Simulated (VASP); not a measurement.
These are RPBE GGA, VASP's PBE PAW potentials (set 64) (plane waves; VASP 6.6.1) values and carry that method's errors.

VASP ran on this input.

### INCAR
```
! general
SYSTEM  =  BN
PREC    =  Accurate
ENCUT   =  520
LREAL   =  .FALSE.
LASPH   =  .TRUE.

! electronic loop
EDIFF   =  1E-7
NELM    =  100
ALGO    =  Normal

! smearing
ISMEAR  =  -5

! functional
GGA     =  RP

! ions
ISIF    =  2

! output
LWAVE   =  .FALSE.
LCHARG  =  .TRUE.
LORBIT  =  11
NEDOS   =  601

! other
LEFG    =  .TRUE.
```

KPOINTS:
```
Automatic mesh
0
Gamma
11 11 3
0 0 0
```

File POSCAR:
```
BN
1
    1.2621493629    -2.1861072211     0.0000000000
    1.2621493629     2.1861072211     0.0000000000
    0.0000000000     0.0000000000     9.0304040946
B N
2 2
Direct
  0.3333330000   0.6666670000   0.2500000000
  0.6666670000   0.3333330000   0.7500000000
  0.6666670000   0.3333330000   0.2500000000
  0.3333330000   0.6666670000   0.7500000000
```

POTCAR, in this order: B N (PBE.64 set). Program: vasp_std.

The resulting files:

OSZICAR:
```
       N       E                     dE             d eps       ncg     rms          rms(c)
DAV:   1     0.807970823830E+02    0.80797E+02   -0.78484E+03   768   0.118E+03
DAV:   2    -0.308074372495E+02   -0.11160E+03   -0.99486E+02  1120   0.258E+02
DAV:   3    -0.372614963023E+02   -0.64541E+01   -0.64080E+01   952   0.693E+01
DAV:   4    -0.373602116074E+02   -0.98715E-01   -0.98573E-01   956   0.936E+00
DAV:   5    -0.373621991673E+02   -0.19876E-02   -0.19871E-02   960   0.132E+00    0.112E+01
DAV:   6    -0.342212687885E+02    0.31409E+01   -0.77981E+00   916   0.229E+01    0.507E+00
DAV:   7    -0.339366684396E+02    0.28460E+00   -0.54931E-01   996   0.621E+00    0.317E+00
DAV:   8    -0.338363087655E+02    0.10036E+00   -0.37825E-01   968   0.451E+00    0.514E-01
DAV:   9    -0.338353318854E+02    0.97688E-03   -0.17421E-02   916   0.117E+00    0.195E-01
DAV:  10    -0.338371189170E+02   -0.17870E-02   -0.33605E-03   796   0.593E-01    0.531E-02
DAV:  11    -0.338370180022E+02    0.10091E-03   -0.55032E-04   876   0.264E-01    0.282E-02
DAV:  12    -0.338370133688E+02    0.46334E-05   -0.45755E-05   984   0.634E-02    0.650E-03
DAV:  13    -0.338370141993E+02   -0.83052E-06   -0.58049E-06   892   0.200E-02    0.283E-03
DAV:  14    -0.338370141331E+02    0.66205E-07   -0.37937E-07   916   0.586E-03
   1 F= -.33837014E+02 E0= -.33837014E+02  d E =0.000000E+00
```

**OUTCAR**
```
------------------------ aborting loop because EDIFF is reached ----------------------------------------
  FORCE on cell =-STRESS in cart. coord.  units (eV):
  Direction    XX          YY          ZZ          XY          YZ          ZX
  --------------------------------------------------------------------------------------
  Total        0.0120882      0.0120882      0.0299027      0.0000000      0.0000000      0.0000000
  in kB        0.3886460      0.3886461      0.9613938      0.0000000      0.0000000      0.0000000
  external PRESSURE =       0.5795620 kB  Pullay stress =       0.0000000 kB
  volume of cell :       49.83
      direct lattice vectors                 reciprocal lattice vectors
     1.262149363 -2.186107221  0.000000000     0.396149628 -0.228717052  0.000000000
     1.262149363  2.186107221  0.000000000     0.396149628  0.228717052  0.000000000
     0.000000000  0.000000000  9.030404095     0.000000000  0.000000000  0.110737016
  FREE ENERGIE OF THE ION-ELECTRON SYSTEM (eV)
  ---------------------------------------------------
  free  energy   TOTEN  =       -33.8370141331 eV

  energy  without entropy=      -33.8370141331  energy(sigma->0) =      -33.83701413

 total charge

# of ion       s       p       d       tot
------------------------------------------
    1        0.740   1.394   0.000   2.134
    2        0.740   1.394   0.000   2.134
    3        1.227   2.778   0.000   4.005
    4        1.227   2.778   0.000   4.005
--------------------------------------------------
tot          3.935   8.344   0.000  12.279

 Electric field gradients after diagonalization (V/A^2)
 (convention: |V_zz| > |V_xx| > |V_yy|)
----------------------------------------------------------------------
 ion       V_xx      V_yy      V_zz     asymmetry (V_yy - V_xx)/ V_zz
----------------------------------------------------------------------
   1     -17.005   -17.005    34.010       0.000
   2     -17.005   -17.005    34.010       0.000
   3       0.593     0.591    -1.184       0.002
   4       0.593     0.591    -1.184       0.001
```
(Selected blocks of OUTCAR.)

OUTCAR:
```
 val. band max:        0.0966702142   @ k =   0.3636   0.2727   0.0000

 cond. band min:       4.6272586330   @ k =   0.0000   0.0000   0.0000


 Fermi energy:         0.1336011878

 k-point     1 :       0.0000    0.0000    0.0000
  band No.  band energies     occupation
      1     -17.4229      2.00000
      2     -17.4054      2.00000
      3      -5.0868      2.00000
      4      -4.7362      2.00000
      5      -1.1642      2.00000
      6      -1.1641      2.00000
      7      -1.1632      2.00000
      8      -1.1631      2.00000
      9       4.6273      0.00000
     10       7.4338      0.00000
     11       9.3478      0.00000
     12      11.6244      0.00000

 k-point     2 :       0.0909    0.0000    0.0000
  band No.  band energies     occupation
      1     -17.2665      2.00000
      2     -17.2495      2.00000
      3      -4.8755      2.00000
      4      -4.5305      2.00000
      5      -1.8243      2.00000
      6      -1.8212      2.00000
      7      -1.4613      2.00000
      8      -1.4601      2.00000
      9       4.9069      0.00000
     10       7.5937      0.00000
     11       9.6388      0.00000
     12      11.5030      0.00000

 k-point     3 :       0.1818    0.0000    0.0000
  band No.  band energies     occupation
      1     -16.8081      2.00000
      2     -16.7924      2.00000
      3      -4.2531      2.00000
      4      -3.9258      2.00000
      5      -3.4364      2.00000
      6      -3.4315      2.00000
      7      -2.1607      2.00000
      8      -2.1592      2.00000
      9       5.6775      0.00000
     10       7.9590      0.00000
     11      10.0632      0.00000
     12      10.5917      0.00000

 k-point     4 :       0.2727   -0.0000    0.0000
  band No.  band energies     occupation
      1     -16.0895      2.00000
      2     -16.0759      2.00000
      3      -5.3919      2.00000
      4      -5.3887      2.00000
      5      -3.2637      2.00000
      6      -2.9695      2.00000
...
```

Without a dispersion term in the relaxation, distances and binding between the weakly bound layers, chains or molecules are unreliable, and so is what depends on them.

The compound is BN in the hex structure. It was relaxed first, which changed the volume by +38 %.
